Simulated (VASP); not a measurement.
Input:

```
CELL_PARAMETERS angstrom
     -1.60650     1.60650     1.60650
      1.60650    -1.60650     1.60650
      1.60650     1.60650    -1.60650
ATOMIC_POSITIONS crystal
  Mo 0.00000 0.00000 0.00000
```

All values below come from PBE GGA, VASP's PBE PAW potentials (set 64) (plane waves; VASP 6.6.1). Numerical set-up: 400 eV cut-off, 12×12×12 Γ-centred mesh, first-order Methfessel-Paxton smearing of 0.10 eV, potentials Mo_sv.

### Question
Estimate the energy per atom (σ→0), pressure, band gap (on the k-mesh) with the smallest direct gap where there is one.

### Answer

```
Quantity                                                     Value
------------------------  ----------------------------------------
band gap (on the k-mesh)  none (metal, semimetal or under 0.01 eV)
energy per atom (σ→0)                              -10.920 eV/atom
pressure                                                -12.20 GPa
```

The compound is Mo in the bcc structure. The cell was not relaxed at this level.
